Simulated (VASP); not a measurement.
# Si48H16CF4 in VASP: notebook

One slab, Si48H16CF4, is run at these levels: PBE+D3(BJ), PBE, RPBE, RPBE+D3(BJ), optB86b-vdW; tasks: relaxation of the atoms, single point.

All numbers are computed with VASP 6.6.1; they aren't measurements. Logs are shortened: lines on timing, memory, paths and dates and some standing lists are left out, and cuts for length are marked.

## (1) The slab as given

The cell holds a slab with vacuum, 69 atoms: a = 10.862 Å, b = 10.862 Å, c = 23.428 Å, α = 90.00°, β = 90.00°, γ = 90.00°.

The cell was built by a generator and needn't be a form met in nature.

## (2) Relaxation of the atoms, PBE+D3(BJ)

The input, INCAR:

```
PREC = Accurate
ENCUT = 400
EDIFF = 1E-7
ISMEAR = 0
SIGMA = 0.05
LREAL = Auto
LASPH = True
NELM = 60
ALGO = Fast
ISIF = 2
LWAVE = False
LCHARG = False
GGA = PE
IVDW = 12
IBRION = 2
NSW = 120
EDIFFG = -0.03
ISYM = 0
NCORE = 4
```

The input, KPOINTS:

```
Automatic mesh
0
Gamma
  1 1 1
```

The input, POSCAR:

```
Si48H16CF4
1.0
    7.6805938572      7.6805938572      0.0000000000
   -7.6805938572      7.6805938572      0.0000000000
    0.0000000000      0.0000000000     23.4276500000
Si H C F
48 16 1 4
Selective dynamics
Direct
    0.7005149941      0.2994850059      0.4169282877  T T T
    0.7994850059      0.7005149941      0.4169282877  T T T
    0.0494850059      0.9505149941      0.4310142076  T T T
    0.2994850059      0.2005149941      0.4169282877  T T T
    0.9505149941      0.5494850059      0.4451001274  T T T
    0.2005149941      0.7994850059      0.4310142076  T T T
    0.4505149941      0.0494850059      0.4451001274  T T T
    0.5494850059      0.4505149941      0.4451001274  T T T
    0.8750000000      0.3750000000      0.3773276449  T T T
    0.8750000000      0.8750000000      0.3773276449  T T T
    0.1250000000      0.1250000000      0.3773276449  T T T
    0.3750000000      0.3750000000      0.3773276449  T T T
    0.1250000000      0.6250000000      0.3773276449  T T T
    0.3750000000      0.8750000000      0.3773276449  T T T
    0.6250000000      0.1250000000      0.3773276449  T T T
    0.6250000000      0.6250000000      0.3773276449  T T T
    0.0000000000      0.2500000000      0.3193726217  T T T
    0.0000000000      0.7500000000      0.3193726217  T T T
    0.2500000000      0.0000000000      0.3193726217  T T T
    0.5000000000      0.2500000000      0.3193726217  T T T
    0.2500000000      0.5000000000      0.3193726217  T T T
    0.5000000000      0.7500000000      0.3193726217  T T T
    0.7500000000      0.0000000000      0.3193726217  T T T
    0.7500000000      0.5000000000      0.3193726217  T T T
    0.8750000000      0.1250000000      0.2614175984  T T T
    0.8750000000      0.6250000000      0.2614175984  T T T
    0.1250000000      0.8750000000      0.2614175984  T T T
    0.3750000000      0.1250000000      0.2614175984  T T T
    0.1250000000      0.3750000000      0.2614175984  T T T
    0.3750000000      0.6250000000      0.2614175984  T T T
    0.6250000000      0.8750000000      0.2614175984  T T T
    0.6250000000      0.3750000000      0.2614175984  T T T
    0.7500000000      0.2500000000      0.2034625752  T T T
    0.7500000000      0.7500000000      0.2034625752  T T T
    0.0000000000      0.0000000000      0.2034625752  T T T
    0.2500000000      0.2500000000      0.2034625752  T T T
    0.0000000000      0.5000000000      0.2034625752  T T T
    0.2500000000      0.7500000000      0.2034625752  T T T
    0.5000000000      0.0000000000      0.2034625752  T T T
    0.5000000000      0.5000000000      0.2034625752  T T T
    0.8750000000      0.3750000000      0.1455075520  F F F
    0.8750000000      0.8750000000      0.1455075520  F F F
    0.1250000000      0.1250000000      0.1455075520  F F F
    0.3750000000      0.3750000000      0.1455075520  F F F
    0.1250000000      0.6250000000      0.1455075520  F F F
    0.3750000000      0.8750000000      0.1455075520  F F F
    0.6250000000      0.1250000000      0.1455075520  F F F
    0.6250000000      0.6250000000      0.1455075520  F F F
    0.9516281893      0.2983718107      0.1067115140  F F F
    0.7983718107      0.4516281893      0.1067115140  F F F
    0.9516281893      0.7983718107      0.1067115140  F F F
    0.7983718107      0.9516281893      0.1067115140  F F F
    0.2016281893      0.0483718107      0.1067115140  F F F
    0.0483718107      0.2016281893      0.1067115140  F F F
    0.4516281893      0.2983718107      0.1067115140  F F F
    0.2983718107      0.4516281893      0.1067115140  F F F
    0.2016281893      0.5483718107      0.1067115140  F F F
    0.0483718107      0.7016281893      0.1067115140  F F F
    0.4516281893      0.7983718107      0.1067115140  F F F
    0.2983718107      0.9516281893      0.1067115140  F F F
    0.7016281893      0.0483718107      0.1067115140  F F F
    0.5483718107      0.2016281893      0.1067115140  F F F
    0.7016281893      0.5483718107      0.1067115140  F F F
    0.5483718107      0.7016281893      0.1067115140  F F F
    0.2429930156      0.7570069844      0.5058174044  T T T
    0.3228224010      0.6644338228      0.5059655383  T T T
    0.2939959085      0.8521600548      0.5323998838  T T T
    0.1438690310      0.7227186390      0.5349249323  T T T
    0.2632310367      0.2367689633      0.4807710161  T T T
```

Potentials or basis: VASP PAW PBE potentials, release 64 (Si, H, C, F).

On the command line:

```bash
$ cat potpaw_PBE.64/Si/POTCAR potpaw_PBE.64/H/POTCAR potpaw_PBE.64/C/POTCAR potpaw_PBE.64/F/POTCAR > POTCAR
$ mpirun -np 8 vasp_gam > vasp.out
```

OUTCAR:

```text
PREC = Accurate
   ENCUT = 400
   EDIFF = 1E-7
   ISMEAR = 0
   LREAL = Auto
   LASPH = True
   NELM = 60
   ISIF = 2
   GGA = PE
   IVDW = 12
   IBRION = 2
   NSW = 120
   EDIFFG = -0.03
   ISYM = 0
 IVDW          = 12

 ion  position               nearest neighbor table
   1  0.701  0.299  0.417-   9 2.26  15 2.26   8 2.41
   2  0.799  0.701  0.417-  10 2.26  16 2.26   5 2.41
   3  0.049  0.951  0.431-   6 2.32  10 2.42  11 2.42
   4  0.299  0.201  0.417-  69 1.60  12 2.26  11 2.26   7 2.41
   5  0.951  0.549  0.445-   2 2.41   9 2.60  13 2.60
   6  0.201  0.799  0.431-  65 1.87   3 2.32  14 2.42  13 2.42
   7  0.451  0.049  0.445-   4 2.41  14 2.60  15 2.60
   8  0.549  0.451  0.445-   1 2.41  12 2.60  16 2.60
   9  0.875  0.375  0.377-   1 2.26  17 2.35  24 2.35   5 2.60
  10  0.875  0.875  0.377-   2 2.26  18 2.35  23 2.35   3 2.42
  11  0.125  0.125  0.377-   4 2.26  17 2.35  19 2.35   3 2.42
  12  0.375  0.375  0.377-   4 2.26  20 2.35  21 2.35   8 2.60
  13  0.125  0.625  0.377-  18 2.35  21 2.35   6 2.42   5 2.60
  14  0.375  0.875  0.377-  19 2.35  22 2.35   6 2.42   7 2.60
[... 48 lines left out ...]
  63  0.702  0.548  0.107-  48 1.49
  64  0.548  0.702  0.107-  48 1.49
  65  0.243  0.757  0.506-  67 1.33  66 1.33  68 1.33   6 1.87
  66  0.323  0.664  0.506-  65 1.33
  67  0.294  0.852  0.532-  65 1.33
  68  0.144  0.723  0.535-  65 1.33
  69  0.263  0.237  0.481-   4 1.60

IMPORTANT INFORMATION: All symmetrisations will be switched off!
NOSYMM: (Re-)initialisation of all symmetry stuff for point group C_1.

----------------------------------------------------------------------------------------

                                     Primitive cell

  volume of cell :    2764.0655

  direct lattice vectors                    reciprocal lattice vectors
     7.680593857  7.680593857  0.000000000     0.065099133  0.065099133  0.000000000
    -7.680593857  7.680593857  0.000000000    -0.065099133  0.065099133  0.000000000
     0.000000000  0.000000000 23.427650000     0.000000000  0.000000000  0.042684606

  length of vectors
    10.862000000 10.862000000 23.427650000     0.092064077  0.092064077  0.042684606

  position of ions in fractional coordinates (direct lattice)
     0.700514994  0.299485006  0.416928288
     0.799485006  0.700514994  0.416928288
     0.049485006  0.950514994  0.431014208
     0.299485006  0.200514994  0.416928288
     0.950514994  0.549485006  0.445100127
     0.200514994  0.799485006  0.431014208
[... 61 lines left out ...]
     0.143869031  0.722718639  0.534924932
     0.263231037  0.236768963  0.480771016

  ion indices of the primitive-cell ions
   primitive index   ion index
                 1           1
                 2           2
                 3           3
                 4           4
                 5           5
                 6           6
[... 61 lines left out ...]
                68          68
                69          69

----------------------------------------------------------------------------------------

 KPOINTS: Automatic mesh

Automatic generation of k-mesh.
 Grid dimensions read from file:
 generate k-points for:    1    1    1

 Generating k-lattice:

  Cartesian coordinates                     Fractional coordinates (reciprocal lattice)
     0.065099133  0.065099133  0.000000000     1.000000000  0.000000000  0.000000000
    -0.065099133  0.065099133  0.000000000     0.000000000  1.000000000  0.000000000
     0.000000000  0.000000000  0.042684606     0.000000000  0.000000000  1.000000000

  Length of vectors
     0.092064077  0.092064077  0.042684606

  Shift w.r.t. Gamma in fractional coordinates (k-lattice)
     0.000000000  0.000000000  0.000000000

 Subroutine IBZKPT returns following result:
 ===========================================

 Found      1 irreducible k-points:

 Following reciprocal coordinates:
            Coordinates               Weight
  0.000000  0.000000  0.000000      1.000000
   k-points           NKPTS =      1   k-points in BZ     NKDIM =      1   number of bands    NBANDS=    156
   number of dos      NEDOS =    301   number of ions     NIONS =     69
   total plane-waves  NPLWV = 829440
   dimension x,y,z NGX =    72 NGY =   72 NGZ =  160
   dimension x,y,z NGXF=   144 NGYF=  144 NGZF=  320
   ions per type =              48  16   1   4
   NGX,Y,Z   is equivalent  to a cutoff of  11.02, 11.02, 11.35 a.u.
   NGXF,Y,Z  is equivalent  to a cutoff of  22.04, 22.04, 22.71 a.u.
 SYSTEM =  unknown system
   PREC   = accura    normal or accurate (medium, high low for compatibility)
   ISTART =      0    job   : 0-new  1-cont  2-samecut
   ICHARG =      2    charge: 1-file 2-atom 10-const
   ISPIN  =      1    spin polarized calculation?
   LNONCOLLINEAR =      F non collinear calculations
   LSORBIT =      F    spin-orbit coupling
   LASPH  =      T    aspherical Exc in radial PAW
   ENCUT  =  400.0 eV  29.40 Ry    5.42 a.u.  17.71 17.71 38.20*2*pi/ulx,y,z
   NELM   =     60;   NELMIN=  2; NELMDL= -5     # of ELM steps
   EDIFF  = 0.1E-06   stopping-criterion for ELM
   LREAL  =      T    real-space projection
   EDIFFG = -.3E-01   stopping-criterion for IOM
   NSW    =    120    number of steps for IOM
   IBRION =      2    ionic relax: 0-MD 1-quasi-New 2-CG
   NFREE  =      1    steps in history (QN), initial steepest desc. (CG)
   ISIF   =      2    stress and relaxation
   ISYM   =      0    0-nonsym 1-usesym 2-fastsym
   POTIM  = 0.5000    time-step for ionic-motion
   TEBEG  =    0.0;   TEEND  =   0.0 temperature during run
   PSTRESS=    0.0 pullay stress
   NELECT =     240.0000    total number of electrons
   NUPDOWN=      -1.0000    fix difference up-down
   EMIN   =  10.00;   EMAX   =-10.00  energy-range for DOS
   EFERMI =   0.00;   METHOD = LEGACY
   ISMEAR =     0;   SIGMA  =   0.05  broadening in eV -4-tet -1-fermi 0-gaus
   EFERMI_NEDOS =   21; number of points for ismear=-14 and -15
   IALGO  =     68    algorithm
   IMIX   =      4    mixing-type and parameters
     AMIX     =   0.40;   BMIX     =  1.00
     AMIX_MAG =   1.60;   BMIX_MAG =  1.00
  volume/ion in A,a.u.               =      40.06       270.33
  Fermi-wavevector in a.u.,A,eV,Ry     =   0.724930  1.369918  7.150173  0.525523
  Thomas-Fermi vector in A             =   1.815523
   LORBIT       =      0    0 simple, 1 ext, 2 COOP (PROOUT), +10 PAW based schemes
   GGA     = PE    functional components
   LHFCALC =     F    Hartree Fock is set to
   AEXX    =    0.0000 exact exchange contribution
   IVDW    =    12    specifies the selected vdW correction
   LEPSILON=     F    determine dielectric tensor
   LRPA    =     F    only Hartree local field effects (RPA)
 conjugate gradient relaxation of ions
 non-spin polarized calculation
 RMM-DIIS sequential band-by-band and
 Gauss-broadening in eV      SIGMA  =   0.05
  energy-cutoff  :      400.00
  volume of cell :     2764.07
 maximum number of plane-waves:     25105
 NGX is ok and might be reduce to    70
   NGX = 35   NGY = 35   NGZ = 77

--------------------------------------- Ionic step        1  -------------------------------------------

 number of electron     239.9999930 magnetization

 Free energy of the ion-electron system (eV)
  ---------------------------------------------------
  ext. energy  EPLUGINS =         0.00000000
  ---------------------------------------------------
  free energy    TOTEN  =      -325.19427454 eV

  energy without entropy =     -325.14882805  energy(sigma->0) =     -325.17155129

------------------------ aborting loop because EDIFF is reached ----------------------------------------

 Edisp (eV)  -12.80030

 E8    (eV) :    -5.3182
[... 306 lines left out ...]
  FREE ENERGIE OF THE ION-ELECTRON SYSTEM (eV)
  ---------------------------------------------------
  free  energy   TOTEN  =      -339.0207302318 eV

  energy  without entropy=     -338.9773641840  energy(sigma->0) =     -338.99904721

[... ionic steps 4 to 54 ...]

--------------------------------------- Ionic step       55  -------------------------------------------

 number of electron     239.9999988 magnetization

------------------------ aborting loop because EDIFF is reached ----------------------------------------
[... 209 lines left out ...]
--------------------------------------- Ionic step       57  -------------------------------------------

 number of electron     239.9999986 magnetization

 Free energy of the ion-electron system (eV)
  ---------------------------------------------------
  ext. energy  EPLUGINS =         0.00000000
  ---------------------------------------------------
  free energy    TOTEN  =      -327.80547434 eV

  energy without entropy =     -327.80547434  energy(sigma->0) =     -327.80547434

 E-fermi :  -0.9051     XC(G=0):  -4.2521

 val. band max:       -1.1283631196   @ k =   0.0000   0.0000   0.0000
 cond. band min:      -0.6821212645   @ k =   0.0000   0.0000   0.0000
 fundamental gap:      0.4462418551
 Fermi energy:        -0.9051256194

 k-point     1 :       0.0000    0.0000    0.0000
  band No.  band energies     occupation
      1     -28.7762      2.00000
      2     -26.6429      2.00000
      3     -26.6310      2.00000
      4     -25.4298      2.00000
      5     -13.5251      2.00000
      6     -12.7908      2.00000
[... 124 lines left out ...]
    131       0.9049      0.00000
    132       0.9446      0.00000
 [bands above 132 left out]

------------------------ aborting loop because EDIFF is reached ----------------------------------------

 Edisp (eV)  -12.81864

 E8    (eV) :    -5.3291
[... 92 lines left out ...]
  FREE ENERGIE OF THE ION-ELECTRON SYSTEM (eV)
  ---------------------------------------------------
  free  energy   TOTEN  =      -340.6241112800 eV

  energy  without entropy=     -340.6241112798  energy(sigma->0) =     -340.62411128

 reached required accuracy - stopping structural energy minimisation
```

Run time: 30 min. Hardware: 8 MPI ranks of AMD EPYC 9R45 (Zen 5), shared host; peak memory 0.41 GiB.

What came out:

* Free energy: -340.6241 eV
* Energy gained by relaxing: 38.1 meV/atom
* Ionic steps: 57
* Band gap on the k mesh: 0.45 eV, direct
* Dispersion energy per atom: -0.186 eV

Step by step:
```csv
step,energy change (eV),largest force (eV/Å),pressure (GPa)
1,0.0000,2.5965,0.19
3,-1.0262,3.0096,-0.29
5,-1.7534,1.7129,-0.18
7,-2.0521,1.1780,0.00
9,-2.1727,1.2781,-0.04
11,-2.2986,0.9615,0.03
13,-2.3623,0.8217,0.07
15,-2.4126,0.3883,0.10
17,-2.4393,0.7268,0.14
19,-2.4678,0.3387,0.10
21,-2.4991,0.3579,0.10
23,-2.5035,0.5710,0.11
25,-2.5304,0.3845,0.15
27,-2.5452,0.3909,0.16
29,-2.5722,0.3890,0.15
31,-2.5855,0.3747,0.17
33,-2.6011,0.3410,0.19
35,-2.6072,0.3335,0.19
37,-2.6104,0.3317,0.20
39,-2.6139,0.3266,0.20
41,-2.6176,0.3163,0.21
43,-2.6205,0.3021,0.21
45,-2.6227,0.2967,0.21
47,-2.6249,0.2983,0.22
49,-2.6264,0.3037,0.22
51,-2.6273,0.3088,0.22
53,-2.6282,0.3137,0.22
55,-2.6289,0.3149,0.22
57,-2.6295,0.3149,0.23
```

Caveat: the cutoff is under 1.25 times the usual one of these potentials, so pressure, stress and relaxed cells hold a basis-set (Pulay) error.

(Continued in part 2 of 3.)
